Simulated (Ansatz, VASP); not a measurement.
## Two plane-wave programs on LiYHg

```
Li Y Hg
1.0
     3.55247    0.00000    0.00000
     0.00000    3.55247    0.00000
     0.00000    0.00000    5.52456
Li Y Hg
1 1 1
Direct
  0.00000 0.00000 0.00000
  0.00000 0.00000 0.50000
  0.50000 0.50000 0.00000
```

Alike in both runs: task relaxation of cell and atoms; functional PBE; k mesh 14 × 14 × 8; occupations gaussian, width 0.1 eV; no spin polarisation.

|  | VASP | Ansatz |
| --- | --- | --- |
| version | VASP 6.6.1 | Ansatz 0.2.0 |
| potentials or method | VASP PAW PBE potentials, release 64 (Li_sv, Y_sv, Hg) | scalar-relativistic, plane waves, PAW |
| plane-wave cutoff (eV) | 600 | 420 |
| valence electrons in the cell | 26 | 34 |

```csv
,VASP,Ansatz,Ansatz less VASP
"gap on the k mesh at the Fermi level, each at its own relaxed structure (eV)",none,none,-
relaxed volume (Å³/atom),23.13,23.13,+0.003
relaxed cell length with the largest relative difference (Å),5.556,5.557,+0.0012
```

A gap of «none» marks a metal or a gap that the smearing closes. The two sets of potentials don't hold the same shells in valence.

Caveats: the cutoff is under 1.25 times the usual one of these potentials, so pressure, stress and relaxed cells hold a basis-set (Pulay) error (VASP). Spin-orbit coupling is left out, which matters for the levels of Hg.
